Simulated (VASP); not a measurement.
A run of VASP 6.6.1 is set up as follows.

The input INCAR:

```
SYSTEM = Rb3TeBr
PREC     = Accurate       ! precision mode
ENCUT    = 520            ! plane-wave cutoff, eV
EDIFF    = 1E-6           ! SCF threshold, eV
ISMEAR   = 0              ! smearing method
SIGMA    = 0.05           ! smearing width, eV
LREAL    = .FALSE.        ! projectors in reciprocal space
LASPH    = .TRUE.         ! aspherical terms in the spheres
NELM     = 100            ! most SCF steps
ALGO     = Normal         ! electronic algorithm
ISIF     = 2              ! what is computed and relaxed
LWAVE    = .FALSE.        ! write WAVECAR
LCHARG   = .FALSE.        ! write CHGCAR
NBANDS   = 28             ! bands
```

File KPOINTS:

```
regular mesh
0
G
  4 4 4
  0 0 0
```

The input POSCAR:

```
Rb3TeBr
1.0
    6.8964949283      0.0000000000      0.0000000000
    0.0000000000      6.8964949283      0.0000000000
    0.0000000000      0.0000000000      6.8964949283
Br Te Rb
1 1 3
Direct
    0.0000000000      0.0000000000      0.0000000000
    0.5000000000      0.5000000000      0.5000000000
    0.5000000000      0.5000000000      0.0000000000
    0.5000000000      0.0000000000      0.5000000000
    0.0000000000      0.5000000000      0.5000000000
```

Potentials or basis: VASP PAW LDA potentials, release 64 (Br, Te, Rb_sv).

Launch:

```console
$ cat potpaw_LDA.64/Br/POTCAR potpaw_LDA.64/Te/POTCAR potpaw_LDA.64/Rb_sv/POTCAR > POTCAR
$ mpirun -np 1 vasp_std > vasp.out
```

Problem. Estimate the pressure.

Solution. -0.7 GPa.

Problem. Estimate the band gap on the k mesh.

Solution. 1.37 eV, direct.

Caveat: spin-orbit coupling is left out, which moves the levels of the heavy elements. A k mesh can miss the band edges.
